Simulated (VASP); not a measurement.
A convergence study with VASP on TiO2 (space group no. 141 when undisturbed): one setting is varied, all else stays as given below, so the limit is that of these other settings. One atom is moved off its site, so that forces are finite.

```xyz
6
Lattice="-1.8830 1.8830 4.7312 1.8830 -1.8830 4.7312 1.8830 1.8830 -4.7312" Properties=species:S:1:pos:R:3 pbc="T T T"
Ti     0.0000     1.8830     2.4156
Ti     0.0000     0.0000     0.0000
O      0.0000     1.8830     0.3974
O      0.0000     0.0000     7.4943
O      0.0000     0.0000     1.9682
O      0.0000     1.8830     4.3338
```

The numbers are results of LDA (Ceperley-Alder, Perdew-Zunger), VASP's LDA PAW potentials (set 64) (plane waves; VASP), not measurements. The tightest run used: 400 eV cut-off, 12×12×12 Γ-centred mesh, Fermi-Dirac smearing of 0.020 eV, potentials Ti_sv O.

Gaps are read on the run's mesh, which can miss a band edge.

| setting | E (eV/atom) | pressure (GPa) | largest force (eV/Å) | gap on the mesh (eV) | irreducible k-points |
|---|---|---|---|---|---|
| 2×2×2 mesh | -9.8271 | -9.04 | 1.183 | 2.042 | 5 |
| 3×3×3 mesh | -9.8150 | -8.21 | 0.956 | 2.153 | 8 |
| 4×4×4 mesh | -9.8112 | -8.05 | 0.881 | 2.069 | 18 |

Problem. These are the cheaper rows. Estimate the results at 12×12×12 mesh, and how far the last row shown lies from them.

Solution. 
| quantity | tightest run | last row shown is off by |
|---|---|---|
| E (eV/atom) | -9.8119 | 0.0008 |
| pressure (GPa) | -8.09 | 0.03 |
| largest force (eV/Å) | 0.875 | 0.006 |
| gap on the mesh (eV) | 2.038 | 0.031 |

Left out are rungs that failed or repeat a setting and relaxations that didn't move; long series are thinned to 24 rows.

The structure is a typed TiO2 crystal (space group no. 141). The cell was not relaxed at this level, it is distorted from the ideal structure.
